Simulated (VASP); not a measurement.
# CuP2O4 (P2_1/c) in VASP: single point with LDA

Aim: the single point of CuP2O4 with LDA.

All numbers are computed with VASP 6.6.1; they aren't measurements. Logs are shortened: lines on timing, memory, paths and dates and some standing lists are left out, and cuts for length are marked.

## Step 1: Starting point

The structure is monoclinic, space group P2_1/c (No. 14). Conventional cell: a = 6.167 Å, b = 5.559 Å, c = 6.733 Å, α = 90.00°, β = 123.02°, γ = 90.00°. Around Cu (site symmetry -1) lie 6 O at 2.37 to 2.48 Å. O (site symmetry 1) is surrounded by 1 P at 1.32 Å. Around O (site symmetry 1) lie 1 P at 1.34 Å. P (site symmetry 1) is surrounded by 2 O at 1.32 to 1.34 Å.

The cell was built by a generator and needn't be a form met in nature.

## Step 2: Single point, LDA

INCAR reads:

```
PREC = Accurate ; ENCUT = 520
EDIFF = 1E-6 ; ISMEAR = -5
SIGMA = 0.1 ; LREAL = F
LASPH = T ; NELM = 100
ALGO = Fast ; ISIF = 2
LWAVE = F ; LCHARG = F
GGA = CA ; NBANDS = 58
```

KPOINTS reads:

```
regular mesh
0
Gamma
  4 4 4
```

POSCAR reads:

```
CuP2O4
1.0
    6.1666561200      0.0000000000      0.0000000000
    0.0000000000      5.5590930800      0.0000000000
   -2.4969982500      0.0000000000      5.6454438300
Cu O P
2 8 4
Direct
    0.0000000000      0.0000000000      0.0000000000
    0.5000000000      0.5000000000      0.5000000000
    0.8893000000      0.2305000000      0.2625000000
    0.6107000000      0.7305000000      0.2375000000
    0.1107000000      0.7695000000      0.7375000000
    0.3893000000      0.2695000000      0.7625000000
    0.8214000000      0.1954000000      0.6104000000
    0.6786000000      0.6954000000      0.8896000000
    0.1786000000      0.8046000000      0.3896000000
    0.3214000000      0.3046000000      0.1104000000
    0.9168000000      0.1218000000      0.4619000000
    0.5832000000      0.6218000000      0.0381000000
    0.0832000000      0.8782000000      0.5381000000
    0.4168000000      0.3782000000      0.9619000000
```

Potentials or basis: VASP PAW LDA potentials, release 64 (Cu, O, P).

On the command line:

```console
cat potpaw_LDA.64/Cu/POTCAR potpaw_LDA.64/O/POTCAR potpaw_LDA.64/P/POTCAR > POTCAR
mpirun -np 1 vasp_std > vasp.out
```

OUTCAR:

```text
PREC = Accurate
   ENCUT = 520
   EDIFF = 1E-6
   ISMEAR = -5
   LREAL = F
   LASPH = T
   NELM = 100
   ISIF = 2
   GGA = CA

 ion  position               nearest neighbor table
   1  0.000  0.000  0.000-   3 2.37   5 2.37
   2  0.500  0.500  0.500-   4 2.37   6 2.37
   3  0.889  0.230  0.263-  11 1.32   1 2.37
   4  0.611  0.730  0.237-  12 1.32   2 2.37
   5  0.111  0.770  0.737-  13 1.32   1 2.37
   6  0.389  0.270  0.763-  14 1.32   2 2.37
   7  0.821  0.195  0.610-  11 1.34
   8  0.679  0.695  0.890-  12 1.34
   9  0.179  0.805  0.390-  13 1.34
  10  0.321  0.305  0.110-  14 1.34
  11  0.917  0.122  0.462-   3 1.32   7 1.34  13 1.65
  12  0.583  0.622  0.038-   4 1.32   8 1.34  14 1.65
  13  0.083  0.878  0.538-   5 1.32   9 1.34  11 1.65
  14  0.417  0.378  0.962-   6 1.32  10 1.34  12 1.65

  LATTYP: Found a simple monoclinic cell.
 ALAT       =     6.1666561200
 B/A-ratio  =     0.9014760953
 C/A-ratio  =     1.0010301484
 COS(beta)  =    -0.4045026299

  Lattice vectors:

 A1 = (   6.1666561200,   0.0000000000,   0.0000000000)
 A2 = (   0.0000000000,   5.5590930800,   0.0000000000)
 A3 = (  -2.4969982500,   0.0000000000,   5.6454438300)

Analysis of symmetry for initial positions (statically):
=====================================================================
 Subroutine PRICEL returns:
 Original cell was already a primitive cell.

 Routine SETGRP: Setting up the symmetry group for a
 simple monoclinic supercell.

 Subroutine GETGRP returns: Found  4 space group operations
 (whereof  2 operations were pure point group operations)
 out of a pool of  4 trial point group operations.

The static configuration has the point symmetry S_2 .
 The point group associated with its full space group is C_2h.

Analysis of symmetry for dynamics (positions and initial velocities):
=====================================================================
 Subroutine PRICEL returns:
 Original cell was already a primitive cell.

 Routine SETGRP: Setting up the symmetry group for a
 simple monoclinic supercell.

 Subroutine GETGRP returns: Found  4 space group operations
 (whereof  2 operations were pure point group operations)
 out of a pool of  4 trial point group operations.

The dynamic configuration has the point symmetry S_2 .
 The point group associated with its full space group is C_2h.

 Subroutine INISYM returns: Found  4 space group operations
 (whereof  2 operations are pure point group operations),
 and found     1 'primitive' translations

----------------------------------------------------------------------------------------

                                     Primitive cell

  volume of cell :     193.5315

  direct lattice vectors                    reciprocal lattice vectors
     6.166656120  0.000000000  0.000000000     0.162162440  0.000000000  0.071724977
     0.000000000  5.559093080  0.000000000     0.000000000  0.179885457  0.000000000
    -2.496998250  0.000000000  5.645443830     0.000000000  0.000000000  0.177133992

  length of vectors
     6.166656120  5.559093080  6.173008691     0.177316466  0.179885457  0.177133992

  position of ions in fractional coordinates (direct lattice)
     0.000000000  0.000000000  0.000000000
     0.500000000  0.500000000  0.500000000
     0.889300000  0.230500000  0.262500000
     0.610700000  0.730500000  0.237500000
     0.110700000  0.769500000  0.737500000
     0.389300000  0.269500000  0.762500000
     0.821400000  0.195400000  0.610400000
     0.678600000  0.695400000  0.889600000
     0.178600000  0.804600000  0.389600000
     0.321400000  0.304600000  0.110400000
     0.916800000  0.121800000  0.461900000
     0.583200000  0.621800000  0.038100000
     0.083200000  0.878200000  0.538100000
     0.416800000  0.378200000  0.961900000

  ion indices of the primitive-cell ions
   primitive index   ion index
                 1           1
                 2           2
                 3           3
                 4           4
                 5           5
                 6           6
                 7           7
                 8           8
                 9           9
                10          10
                11          11
                12          12
                13          13
                14          14

----------------------------------------------------------------------------------------

 KPOINTS: regular mesh

Automatic generation of k-mesh.
 Grid dimensions read from file:
 generate k-points for:    4    4    4

 Generating k-lattice:

  Cartesian coordinates                     Fractional coordinates (reciprocal lattice)
     0.040540610  0.000000000  0.017931244     0.250000000  0.000000000  0.000000000
     0.000000000  0.044971364  0.000000000     0.000000000  0.250000000  0.000000000
     0.000000000  0.000000000  0.044283498     0.000000000  0.000000000  0.250000000

  Length of vectors
     0.044329116  0.044971364  0.044283498

  Shift w.r.t. Gamma in fractional coordinates (k-lattice)
     0.000000000  0.000000000  0.000000000

 TETIRR: Found    192 inequivalent tetrahedra from      384

 Subroutine IBZKPT returns following result:
 ===========================================

 Found     30 irreducible k-points:

 Following reciprocal coordinates:
            Coordinates               Weight
  0.000000  0.000000  0.000000      1.000000
  0.250000  0.000000 -0.000000      2.000000
  0.500000  0.000000 -0.000000      1.000000
  0.000000  0.250000  0.000000      2.000000
  0.250000  0.250000 -0.000000      4.000000
  0.500000  0.250000 -0.000000      2.000000
[... 16 lines left out ...]
  0.250000  0.000000  0.500000      2.000000
  0.500000  0.000000  0.500000      1.000000
 [... further k-points ...]
   k-points           NKPTS =     30   k-points in BZ     NKDIM =     30   number of bands    NBANDS=     58
   number of dos      NEDOS =    301   number of ions     NIONS =     14
   total plane-waves  NPLWV =  96768
   dimension x,y,z NGX =    48 NGY =   42 NGZ =   48
   dimension x,y,z NGXF=    96 NGYF=   84 NGZF=   96
   ions per type =               2   8   4
   NGX,Y,Z   is equivalent  to a cutoff of  12.94, 12.56, 12.93 a.u.
   NGXF,Y,Z  is equivalent  to a cutoff of  25.88, 25.12, 25.85 a.u.
 SYSTEM =  unknown system
   PREC   = accura    normal or accurate (medium, high low for compatibility)
   ISTART =      0    job   : 0-new  1-cont  2-samecut
   ICHARG =      2    charge: 1-file 2-atom 10-const
   ISPIN  =      1    spin polarized calculation?
   LNONCOLLINEAR =      F non collinear calculations
   LSORBIT =      F    spin-orbit coupling
   LASPH  =      T    aspherical Exc in radial PAW
   ENCUT  =  520.0 eV  38.22 Ry    6.18 a.u.  11.47 10.34 11.48*2*pi/ulx,y,z
   NELM   =    100;   NELMIN=  2; NELMDL= -5     # of ELM steps
   EDIFF  = 0.1E-05   stopping-criterion for ELM
   LREAL  =      F    real-space projection
   EDIFFG = 0.1E-04   stopping-criterion for IOM
   NSW    =      0    number of steps for IOM
   IBRION =     -1    ionic relax: 0-MD 1-quasi-New 2-CG
   NFREE  =      0    steps in history (QN), initial steepest desc. (CG)
   ISIF   =      2    stress and relaxation
   ISYM   =      2    0-nonsym 1-usesym 2-fastsym
   POTIM  = 0.5000    time-step for ionic-motion
   TEBEG  =    0.0;   TEEND  =   0.0 temperature during run
   PSTRESS=    0.0 pullay stress
   NELECT =      90.0000    total number of electrons
   NUPDOWN=      -1.0000    fix difference up-down
   EMIN   =  10.00;   EMAX   =-10.00  energy-range for DOS
   EFERMI =   0.00;   METHOD = LEGACY
   ISMEAR =    -5;   SIGMA  =   0.10  broadening in eV -4-tet -1-fermi 0-gaus
   EFERMI_NEDOS =   21; number of points for ismear=-14 and -15
   IALGO  =     68    algorithm
   IMIX   =      4    mixing-type and parameters
     AMIX     =   0.40;   BMIX     =  1.00
     AMIX_MAG =   1.60;   BMIX_MAG =  1.00
  volume/ion in A,a.u.               =      13.82        93.29
  Fermi-wavevector in a.u.,A,eV,Ry     =   1.268348  2.396830 21.887781  1.608707
  Thomas-Fermi vector in A             =   2.401448
   LORBIT       =      0    0 simple, 1 ext, 2 COOP (PROOUT), +10 PAW based schemes
   GGA     = CA    functional components
   LHFCALC =     F    Hartree Fock is set to
   AEXX    =    0.0000 exact exchange contribution
   IVDW    =     0    specifies the selected vdW correction
   LEPSILON=     F    determine dielectric tensor
   LRPA    =     F    only Hartree local field effects (RPA)
 non-spin polarized calculation
 RMM-DIIS sequential band-by-band and
 Fermi weights with tetrahedron method with Bloechl corrections
  energy-cutoff  :      520.00
  volume of cell :      193.53
 maximum number of plane-waves:      5243
 NGX is ok and might be reduce to    48
   NGX = 23   NGY = 21   NGZ = 23

 number of electron      90.0000036 magnetization

 Free energy of the ion-electron system (eV)
  ---------------------------------------------------
  ext. energy  EPLUGINS =         0.00000000
  ---------------------------------------------------
  free energy    TOTEN  =       -77.33626395 eV

  energy without entropy =      -77.33626395  energy(sigma->0) =      -77.33626395

 E-fermi :   3.4337     XC(G=0):  -9.7530

 val. band max:        3.4855375758   @ k =   0.0000   0.5000   0.0000
 cond. band min:       3.3875779960   @ k =   0.5000   0.5000   0.2500
 fundamental gap:     -0.0979595797
 Fermi energy:         3.4336731346

 k-point     1 :       0.0000    0.0000    0.0000
  band No.  band energies     occupation
      1     -20.7157      2.00000
      2     -20.3963      2.00000
      3     -19.7796      2.00000
      4     -19.7538      2.00000
      5     -18.3184      2.00000
      6     -18.2820      2.00000
[... 1429 lines left out ...]
     56       9.3457      0.00000
     57      10.0311      0.00000

 [... further k-points ...]

 [bands above 57 left out]

------------------------ aborting loop because EDIFF is reached ----------------------------------------

  FORCE on cell =-STRESS in cart. coord.  units (eV):
  Direction    XX          YY          ZZ          XY          YZ          ZX
  --------------------------------------------------------------------------------------
  -------------------------------------------------------------------------------------
  Total       52.8431616     63.2625660     82.3950869      0.0000000      0.0000000    -37.2988058
  in kB      437.4693272    523.7277888    682.1189758      0.0000000      0.0000000   -308.7832560
  external PRESSURE =     547.7720306 kB  Pullay stress =       0.0000000 kB

 VOLUME and BASIS-vectors are now :
 -----------------------------------------------------------------------------
  energy-cutoff  :      520.00
  volume of cell :      193.53
      direct lattice vectors                 reciprocal lattice vectors
     6.166656120  0.000000000  0.000000000     0.162162440  0.000000000  0.071724977
     0.000000000  5.559093080  0.000000000     0.000000000  0.179885457  0.000000000
    -2.496998250  0.000000000  5.645443830     0.000000000  0.000000000  0.177133992

 POSITION                                       TOTAL-FORCE (eV/Angst)
 -----------------------------------------------------------------------------------
      0.00000      0.00000      0.00000         0.000000      0.000000     -0.000000
      1.83483      2.77955      2.82272         0.000000      0.000000     -0.000000
      4.82855      1.28137      1.48193         3.911161      6.694433    -13.281113
      3.17294      4.06092      1.34079        -3.911161      6.694433     13.281113
     -1.15889      4.27772      4.16351        -3.911161     -6.694433     13.281113
      0.49672      1.49818      4.30465         3.911161     -6.694433    -13.281113
      3.54112      1.08625      3.44598        -9.546224      4.286259      8.151958
      1.96336      3.86579      5.02219         9.546224      4.286259     -8.151958
      0.12853      4.47285      2.19946         9.546224     -4.286259     -8.151958
      1.70629      1.69330      0.62326        -9.546224     -4.286259      8.151958
      4.50023      0.67710      2.60763        -5.132911      6.376221     -0.354909
      3.50126      3.45664      0.21509         5.132911      6.376221      0.354909
     -0.83057      4.88200      3.03781         5.132911     -6.376221      0.354909
      0.16840      2.10245      5.43035        -5.132911     -6.376221     -0.354909
 -----------------------------------------------------------------------------------
    total drift:                               -0.000000     -0.000000     -0.000000

  FREE ENERGIE OF THE ION-ELECTRON SYSTEM (eV)
  ---------------------------------------------------
  free  energy   TOTEN  =       -77.3362639491 eV

  energy  without entropy=      -77.3362639491  energy(sigma->0) =      -77.33626395
```

Run time: 4.7 min. Hardware: 1 thread of Intel Xeon Platinum 8488C (Sapphire Rapids), shared host; peak memory 0.4 GiB.

What came out:

```
Free energy            : -77.3363 eV
Pressure               : 54.8 GPa
Largest force          : 15.379 eV/Å
Band gap on the k mesh : none (metal or under the smearing width)
```

Forces in eV/Å, atoms in the order of the input:
```
Cu    0.000   0.000   0.000
Cu    0.000   0.000   0.000
O     3.911   6.694 -13.281
O    -3.911   6.694  13.281
O    -3.911  -6.694  13.281
O     3.911  -6.694 -13.281
O    -9.546   4.286   8.152
O     9.546   4.286  -8.152
O     9.546  -4.286  -8.152
O    -9.546  -4.286   8.152
P    -5.133   6.376  -0.355
P     5.133   6.376   0.355
P     5.133  -6.376   0.355
P    -5.133  -6.376  -0.355
```

Caveat: a pressure of tens of GPa on the cell as given is suspect, and the run, the potentials or the cell itself is likely at fault; the run has no spin polarisation, though such a crystal can be magnetic; semilocal functionals often make such compounds metallic where correlation or magnetic order opens a gap, which also shifts bond lengths; forces of over 1 eV/Å show positions far from the minimum, so gaps and moduli don't describe the material at rest; tetrahedron occupations give inexact forces and stress in metals. With open d or f shells a metallic result of LDA can be an artefact of self-interaction; +U or a hybrid may open a gap.
